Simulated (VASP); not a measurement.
These are PBEsol GGA, VASP's PBE PAW potentials (set 64) (plane waves; VASP 6.6.1) values and carry that method's errors.

Input for VASP

### KPOINTS
```
k-points along high-symmetry lines
15
Line-mode
Reciprocal
  0.000000   0.000000   0.000000 ! GAMMA
  0.000000   0.500000   0.000000 ! X

  0.000000   0.500000   0.000000 ! X
  0.500000   0.500000   0.000000 ! M

  0.500000   0.500000   0.000000 ! M
  0.000000   0.000000   0.000000 ! GAMMA

  0.000000   0.000000   0.000000 ! GAMMA
  0.500000   0.500000   0.500000 ! R

  0.500000   0.500000   0.500000 ! R
  0.000000   0.500000   0.000000 ! X

  0.500000   0.500000   0.500000 ! R
  0.500000   0.500000   0.000000 ! M
```

**INCAR**
```
# general
SYSTEM  = SiGe
PREC    = Accurate
ENCUT   = 400
LREAL   = F
LASPH   = T
ICHARG  = 11

# electronic loop
EDIFF   = 1E-7
NELM    = 100
ALGO    = Normal
LMAXMIX = 4

# smearing
ISMEAR  = 0
SIGMA   = 0.05

# functional
GGA     = PS

# output
LWAVE   = F
LCHARG  = F
LORBIT  = 11
```

File POSCAR:
```
SiGe
1
    3.1943919784     0.0000000000     0.0000000000
    0.0000000000     3.1943919784     0.0000000000
    0.0000000000     0.0000000000     3.1943919784
Si Ge
1 1
Direct
  0.0000000000   0.0000000000   0.0000000000
  0.5000000000   0.5000000000   0.5000000000
```

POTCAR, in this order: Si Ge_d (PBE.64 set). Program: vasp_std. Read from the step before: CHGCAR.

The resulting files:

File OSZICAR:
```
       N       E                     dE             d eps       ncg     rms          rms(c)
DAV:   1     0.740862380771E+02    0.74086E+02   -0.82345E+03  2511   0.279E+03
DAV:   2    -0.231079743723E+01   -0.76397E+02   -0.72587E+02  2520   0.404E+02
DAV:   3    -0.900200767834E+01   -0.66912E+01   -0.66205E+01  2825   0.838E+01
DAV:   4    -0.912381251891E+01   -0.12180E+00   -0.12154E+00  2611   0.118E+01
DAV:   5    -0.912632402359E+01   -0.25115E-02   -0.25114E-02  2789   0.185E+00
DAV:   6    -0.912640904001E+01   -0.85016E-04   -0.85015E-04  2641   0.294E-01
DAV:   7    -0.912641266777E+01   -0.36278E-05   -0.36280E-05  2857   0.641E-02
DAV:   8    -0.912641282380E+01   -0.15603E-06   -0.15606E-06  2575   0.115E-02
DAV:   9    -0.912641283012E+01   -0.63205E-08   -0.62883E-08  1852   0.268E-03
   1 F= -.91264128E+01 E0= -.91247019E+01  d E =-.342179E-02
```

OUTCAR:
```
 val. band max:        7.9092737439   @ k =   0.0357   0.0357   0.0000

 cond. band min:       7.9456019096   @ k =   0.0000   0.0714   0.0000



 k-point     1 :       0.0000    0.0000    0.0000
  band No.  band energies     occupation
      1     -16.2025      2.00000
      2     -16.2025      2.00000
      3     -16.1525      2.00000
      4     -16.1525      2.00000
      5     -16.1525      2.00000
      6      -5.4838      2.00000
      7       7.7119      2.00000
      8       7.8729      1.76919
      9       7.8729      1.76919
     10       7.8729      1.76919
     11      11.7646      0.00000
     12      11.7646      0.00000
     13      18.8322      0.00000

 k-point     2 :       0.0000    0.0357    0.0000
  band No.  band energies     occupation
      1     -16.2024      2.00000
      2     -16.2017      2.00000
      3     -16.1527      2.00000
      4     -16.1527      2.00000
      5     -16.1525      2.00000
      6      -5.4653      2.00000
      7       7.1629      2.00000
      8       7.8911      1.50615
      9       7.8911      1.50615
     10       8.2796      0.00000
     11      11.7818      0.00000
     12      11.9549      0.00000
     13      18.7195      0.00000

 k-point     3 :       0.0000    0.0714    0.0000
  band No.  band energies     occupation
      1     -16.2021      2.00000
      2     -16.1997      2.00000
      3     -16.1533      2.00000
      4     -16.1533      2.00000
      5     -16.1524      2.00000
      6      -5.4099      2.00000
      7       6.4441      2.00000
      8       7.9456      0.39134
      9       7.9456      0.39134
     10       8.6178      0.00000
     11      11.8335      0.00000
     12      12.4789      0.00000
     13      18.3652      0.00000

 k-point     4 :       0.0000    0.1071    0.0000
  band No.  band energies     occupation
      1     -16.2019      2.00000
      2     -16.1967      2.00000
      3     -16.1544      2.00000
      4     -16.1544      2.00000
...
```

The density is held fixed in this step, so its total energy and stress have no physical meaning.

The structure was generated: SiGe was put into the CsCl type type (Pm-3m), which need not be its known phase. It was relaxed first, which changed the volume by +20 %. VASP warned that the highest band is occupied, so more bands are needed.
